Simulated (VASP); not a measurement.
Output of a VASP run:

OSZICAR:
```
       N       E                     dE             d eps       ncg     rms          rms(c)
DAV:   1     0.119621775047E+03    0.11962E+03   -0.82374E+03   840   0.126E+03
DAV:   2    -0.414747071635E+01   -0.12377E+03   -0.11422E+03  1124   0.330E+02
DAV:   3    -0.908128795999E+01   -0.49338E+01   -0.49073E+01  1064   0.626E+01
DAV:   4    -0.922223312784E+01   -0.14095E+00   -0.14085E+00  1284   0.895E+00
DAV:   5    -0.922351624325E+01   -0.12831E-02   -0.12831E-02  1068   0.106E+00    0.633E+00
DAV:   6    -0.791514076217E+01    0.13084E+01   -0.46076E+00   928   0.174E+01    0.315E+00
DAV:   7    -0.790054206411E+01    0.14599E-01   -0.12505E-01  1156   0.306E+00    0.188E+00
DAV:   8    -0.791617710794E+01   -0.15635E-01   -0.75018E-02   916   0.315E+00    0.226E-01
DAV:   9    -0.792000339914E+01   -0.38263E-02   -0.90281E-03  1004   0.770E-01    0.139E-01
DAV:  10    -0.792136748112E+01   -0.13641E-02   -0.19767E-03   900   0.431E-01    0.736E-02
DAV:  11    -0.792150988328E+01   -0.14240E-03   -0.74083E-04   936   0.219E-01    0.249E-02
DAV:  12    -0.792150359671E+01    0.62866E-05   -0.10204E-04  1064   0.835E-02    0.715E-03
DAV:  13    -0.792150702717E+01   -0.34305E-05   -0.16414E-05   916   0.385E-02    0.315E-03
DAV:  14    -0.792150725403E+01   -0.22686E-06   -0.54407E-07  1148   0.741E-03    0.617E-04
DAV:  15    -0.792150729614E+01   -0.42107E-07   -0.56315E-08   676   0.228E-03
   1 F= -.79215073E+01 E0= -.79215073E+01  d E =0.000000E+00
```

### OUTCAR
```
------------------------ aborting loop because EDIFF is reached ----------------------------------------
  FORCE on cell =-STRESS in cart. coord.  units (eV):
  Direction    XX          YY          ZZ          XY          YZ          ZX
  --------------------------------------------------------------------------------------
  Total        0.0108011      0.0108011      0.0108011      0.0000000      0.0000000      0.0000000
  in kB        0.4049590      0.4049590      0.4049590      0.0000000      0.0000000      0.0000000
  external PRESSURE =       0.4049590 kB  Pullay stress =       0.0000000 kB
  volume of cell :       42.73
      direct lattice vectors                 reciprocal lattice vectors
     0.000000000  2.774891046  2.774891046    -0.180187255  0.180187255  0.180187255
     2.774891046  0.000000000  2.774891046     0.180187255 -0.180187255  0.180187255
     2.774891046  2.774891046  0.000000000     0.180187255  0.180187255 -0.180187255
  FREE ENERGIE OF THE ION-ELECTRON SYSTEM (eV)
  ---------------------------------------------------
  free  energy   TOTEN  =        -7.9215072961 eV

  energy  without entropy=       -7.9215072961  energy(sigma->0) =       -7.92150730

 total charge

# of ion       s       p       d       tot
------------------------------------------
    1        1.957   5.616   0.025   7.598
    2        1.732   4.352   0.000   6.084
--------------------------------------------------
tot          3.689   9.968   0.025  13.682
```
(Selected blocks of OUTCAR.)

POSCAR:
```
KF
1
    0.0000000000     2.7748910461     2.7748910461
    2.7748910461    -0.0000000000     2.7748910461
    2.7748910461     2.7748910461    -0.0000000000
K F
1 1
Direct
  0.0000000000   0.0000000000   0.0000000000
  0.5000000000   0.5000000000   0.5000000000
```

Q: Write an INCAR and KPOINTS that could have produced this output.

A: Several could match; the one computed here: the input of the run itself, revPBE GGA, plane waves, VASP's PBE PAW potentials (set 64).

**INCAR**
```
! general
SYSTEM=KF
PREC  =Accurate
ENCUT =520   ! plane-wave cut-off (eV)
LREAL =.FALSE.   ! projection in real space or not
LASPH =.TRUE.

! electronic loop
EDIFF =1E-7   ! SCF stop (eV)
NELM  =100
ALGO  =Normal

! smearing
ISMEAR=-5   ! tetrahedra, Bloechl

! functional
GGA   =RE   ! revPBE

! ions
ISIF  =2   ! forces and stress, cell fixed

! output
LWAVE =.FALSE.
LCHARG=.TRUE.
LORBIT=11
NEDOS =601   ! DOS grid
```

### KPOINTS
```
Automatic mesh
0
Gamma
9 9 9
0 0 0
```

POTCAR, in this order: K_sv F (PBE.64 set). Program: vasp_std.

The compound is KF in the rock salt structure. It was relaxed first, which changed the volume by +12 %.
